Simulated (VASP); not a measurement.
Cost and result of VASP (PAW) for the lattice constant a of KCl (rock salt). Static lattice. The cost counts the five points of the equation of state, each on the mesh and cut-off of its row, so the ratios hold those differences too. With PBE it took about 80 core-seconds. Times come from single runs on busy shared machines, so they are rough: good to a factor of about 2.

```
level   k-mesh  cut-off (eV)  lattice constant a (Å)         cost over PBE
------  ------  ------------  ----------------------  --------------------
LDA      8×8×8           520                   6.088  within a factor of 2
PBEsol   7×7×7           520                   6.254  within a factor of 2
PBE      7×7×7           520                   6.389             reference
SCAN     7×7×7           520                   6.265         about 6 times
r2SCAN   7×7×7           520              (withheld)            (withheld)
```

Problem. Some entries are withheld; supply them.

Solution. 
- r2SCAN, lattice constant a (Å): 6.297
- r2SCAN, cost over PBE: about 7 times

Left out are levels that failed, ran on another kind of processor or have no fit band path; at most nine are shown.

The compound is KCl in the rock salt structure.
